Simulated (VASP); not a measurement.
An input for Quantum ESPRESSO's pw.x (written as the equivalent of a VASP run, and not itself run):

```
&CONTROL
  calculation = 'vc-relax'
  pseudo_dir = './pseudo'
  outdir = './out'
  tprnfor = .true.
  tstress = .true.
  nstep = 50
  forc_conv_thr = 0.00039
/
&SYSTEM
  ibrav = 0
  nat = 2
  ntyp = 2
  ecutwfc = 84
  occupations = 'smearing'
  smearing = 'gaussian'
  degauss = 0.00735
  input_dft = 'pbe'
/
&ELECTRONS
  conv_thr = 7.3e-08
  electron_maxstep = 100
/
&IONS
/
&CELL
/
ATOMIC_SPECIES
  In 114.818 In.upf
  As 74.922 As.upf
CELL_PARAMETERS angstrom
     0.0000000    3.0535600    3.0535600
     3.0535600    0.0000000    3.0535600
     3.0535600    3.0535600    0.0000000
ATOMIC_POSITIONS crystal
  In   0.7518790  0.7555030  0.7479990
  As  -0.0018790 -0.0055030  0.0020010
K_POINTS automatic
  6 6 6 0 0 0
```

Task: Translate this input to VASP (INCAR, KPOINTS, POSCAR, choice of POTCAR).

Result: This is not unique; one that fits is 
File POSCAR:
```
InAs
1.0
  0.0000000000   3.0535600000   3.0535600000
  3.0535600000   0.0000000000   3.0535600000
  3.0535600000   3.0535600000   0.0000000000
In As
1 1
Cart
  4.5910335671   4.5799674657   4.6028813799
 -0.0106935671   0.0003725343  -0.0225413799
```

### KPOINTS
```
kpoints
0
Gamma
6 6 6
```

INCAR:
```
SYSTEM=InAs
LWAVE=.False.
NELM=100
EDIFFG=-0.01   ! ionic stop
ENCUT=300   ! plane-wave cut-off (eV)
SIGMA=0.1
ISIF=3   ! ions, shape and volume
LCHARG=.False.
ALGO=Normal
LASPH=.True.
LMAXMIX=4
PREC=Accurate
NSW=50   ! most ionic steps
IBRION=2   ! conjugate gradients
ISMEAR=0
GGA=PE
LREAL=.False.
EDIFF=1E-6   ! SCF stop (eV)
```

POTCAR, in this order: In_d As (PBE.64 set). Program: vasp_std.

The two are equivalent in intent, not identical: the potentials are each code's own (VASP's PAW set, PseudoDojo norm-conserving files in pw.x), so ENCUT and ecutwfc are chosen apart and not converted; conv_thr bounds pw.x's estimated SCF error, while EDIFF bounds the energy change between steps; forc_conv_thr acts on force components and is met together with etot_conv_thr.

The structure comes from a computed database's InAs entry; how it stands against other phases isn't given here. In the starting cell atoms are displaced from their ideal sites. This run relaxes it. The run is one of a series of settings (EDIFFG = -0.01, IBRION = 2, ISIF = 3, NSW = 50 against the base run), some of them coarse on purpose.
